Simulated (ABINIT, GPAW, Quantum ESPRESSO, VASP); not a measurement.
**Br (Cmce, 4 atoms in the cell) computed with different codes at matched settings**

Self-consistent single point.

```yaml
crystal:
  lattice:
    - [3.35734, 2.25501, 0.00000]
    - [-3.35734, 2.25501, 0.00000]
    - [0.00000, 0.00000, 8.77842]
  atoms:
    - { symbol: Br, position: [0.86100, 0.86100, 0.88900] }
    - { symbol: Br, position: [0.63900, 0.63900, 0.38900] }
    - { symbol: Br, position: [0.36100, 0.36100, 0.61100] }
    - { symbol: Br, position: [0.13900, 0.13900, 0.11100] }
```

All programs got the same cell, k-point mesh and kind of occupations (in Quantum ESPRESSO's words: occupations = smearing; smearing = fermi-dirac; degauss = 0.00147 Ry; K_POINTS = automatic 3 3 2 0 0 0); potentials, basis and cutoffs are each program's usual ones.

```tsv
code	model	pressure (GPa)	largest force (eV/Å)	gap on the mesh (eV)	cutoff
Quantum ESPRESSO	PBE, GBRV 1.5 ultrasoft (PBE) pseudopotentials	1.37	0.613	1.726	40 Ry
VASP	PBE, VASP's PBE PAW potentials (set 64)	1.25	0.541	1.736	300 eV
GPAW	PBE, GPAW PAW datasets PBE (gpaw-data 1.0.1)	1.50	0.669	1.724	550 eV
ABINIT	PBE, norm-conserving pseudopotentials (PseudoDojo nc-sr-05 PBE standard)	1.24	0.545	1.702	23 Ha
```

Gaps are read on the mesh.

The spread over the programs that give each value: pressure within 0.26 GPa; largest force within 0.128 eV/Å; gap on the mesh within 0.034 eV.

The starting cell has typed, rounded lattice constants, without a prior relaxation at this level. Its lattice was rescaled by a random factor within 2.5 % of one.

### Question
Why do the programs differ, and what cannot be compared?

### Answer
Differences of this kind can come from the potentials, where these differ, and from what each basis and cutoff leave unconverged. The zero of total energies and Fermi levels follows the potentials and each program's conventions, so they are not compared here. In the force vectors, GPAW (by 0.091) lies more than 0.08 eV/Å from the median of the plane-wave programs.

The shared mesh is coarse (it stands for a supercell whose shortest vector is 12 Å), so the values are not converged in it.

VASP's run is marked for a possible Pulay error in its stress at this cutoff; no cutoff test was made.

Left out of this page: Ansatz, CP2K, Elk, FLEUR and SIESTA (not drawn, or without a comparable value).
